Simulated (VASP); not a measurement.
Data:

```
CELL_PARAMETERS angstrom
      0.00000     2.94258     2.94258
      2.94258     0.00000     2.94258
      2.94258     2.94258     0.00000
ATOMIC_POSITIONS crystal
  Al 0.25000 0.25000 0.25000
  Al 0.75000 0.75000 0.75000
  Pt 0.00000 0.00000 0.00000
```

These are PBE GGA with D4 dispersion, VASP's PBE PAW potentials (set 64) (plane waves; VASP) values and carry that method's errors. Numerical set-up: 520 eV cut-off, 10×10×10 Γ-centred mesh, tetrahedra with Blöchl corrections, potentials Al Pt.

Unless said otherwise, spin-orbit coupling is left out, though it shifts the bands of the heavy elements here.

Task: Tabulate the total density of states (states/eV per cell) against energy (eV; zero at the valence-band maximum or, without a gap, the Fermi level).

Result: 
(E (eV), DOS (states/eV)): (-9.93, 0.20); (-9.71, 0.25); (-9.48, 0.31); (-9.26, 0.35); (-9.04, 0.40); (-8.81, 0.45); (-8.59, 0.50); (-8.37, 0.58); (-8.14, 0.67); (-7.92, 0.89); (-7.70, 0.81); (-7.47, 0.74); (-7.25, 0.69); (-7.03, 0.62); (-6.80, 0.59); (-6.47, 0.43); (-6.25, 0.09); (-6.02, 5.94); (-5.80, 1.79); (-5.58, 1.26); (-5.35, 1.10); (-5.13, 1.79); (-4.91, 7.82); (-4.68, 2.94); (-4.46, 3.30); (-4.24, 2.23); (-4.01, 5.69); (-3.79, 3.82); (-3.56, 9.24); (-3.34, 1.95); (-3.12, 1.81); (-2.90, 1.51); (-2.67, 0.77); (-2.45, 0.60); (-2.23, 0.70); (-2.00, 0.97); (-1.78, 1.03); (-1.55, 0.96); (-1.33, 0.97); (-1.11, 1.06); (-0.89, 1.27); (-0.66, 1.36); (-0.44, 1.27); (-0.22, 1.26); (0.01, 1.22); (0.34, 1.15); (0.57, 1.13); (0.79, 1.06); (1.01, 0.91); (1.24, 0.66); (1.46, 0.55); (1.68, 0.46); (1.91, 0.39); (2.13, 0.34); (2.35, 0.29); (2.58, 0.24); (2.80, 0.18); (3.02, 0.14); (3.25, 0.56); (3.47, 1.87)
Within 2 eV below the Fermi level the largest weight inside VASP's projection spheres is Pt d, then Pt p.

The compound is PtAl2 in the fluorite structure. It was relaxed first.
